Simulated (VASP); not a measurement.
Set up this calculation in VASP 6.6.1, as the native input.

```
Task                   : relaxation of cell and atoms
Functional             : PBEsol
Potentials or basis    : VASP PAW PBE potentials, release 64 (Hf_pv, Pt)
Cutoff                 : 600 eV
k mesh                 : 8 × 8 × 6
Occupations            : methfessel-paxton, width 0.2 eV
Spin                   : no spin polarisation
Further INCAR settings : ALGO = Normal; EDIFF = 1e-06; IBRION = 2; EDIFFG = -0.005; NSW = 60; ISIF = 3
```

The structure of Hf2Pt lies in POSCAR:

```
Hf2Pt
1.0
    3.5652291400      0.0000000000      0.0000000000
    0.0000000000      3.5652291400      0.0000000000
    0.0000000000      0.0000000000      4.8357931500
Hf Pt
2 1
Direct
    0.5000000000      0.5000000000      0.0000000000
    0.0000000000      0.0000000000      0.0000000000
    0.0000000000      0.0000000000      0.5000000000
```

The cell was built by a generator and needn't be a form met in nature.

The input as run:

INCAR

```
SYSTEM = Hf2Pt
PREC = Accurate ; ENCUT = 600
EDIFF = 1E-6 ; ISMEAR = 1
SIGMA = 0.2 ; LREAL = .FALSE.
LASPH = .TRUE. ; NELM = 60
ALGO = Normal ; ISIF = 3
LWAVE = .FALSE. ; LCHARG = .FALSE.
GGA = PS ; IBRION = 2
NSW = 60 ; EDIFFG = -0.005
```

KPOINTS

```
Automatic mesh
0
G
  8 8 6
  0 0 0
```

Potentials or basis: VASP PAW PBE potentials, release 64 (Hf_pv, Pt).

Run with:

```bash
$ cat potpaw_PBE.64/Hf_pv/POTCAR potpaw_PBE.64/Pt/POTCAR > POTCAR
$ mpirun -np 1 vasp_std > vasp.out
```

It gave:

The relaxed volume is 24.75 Å³/atom. The relaxed cell is a = 3.900 Å, b = 3.900 Å, c = 4.881 Å, α = 90.00°, β = 90.00°, γ = 90.00°, the space group after relaxing (to 0.05 Å) is P4/mmm (No. 123) and the energy gained by relaxing is 280.3 meV/atom. The ionic steps are 13 and the pressure after relaxing is 0.0 GPa. The band gap on the k mesh is none (metal or under the smearing width).

Caveat: the volume moved by over 15 % at a fixed basis, so the end points are rough; the PAW data sets were made with another functional, which shifts forces and pressure a little.

Wall time 4.7 min on 1 thread of AMD EPYC 9R45 96-Core Processor (Zen 5), on a shared host, peak memory 0.22 GiB.
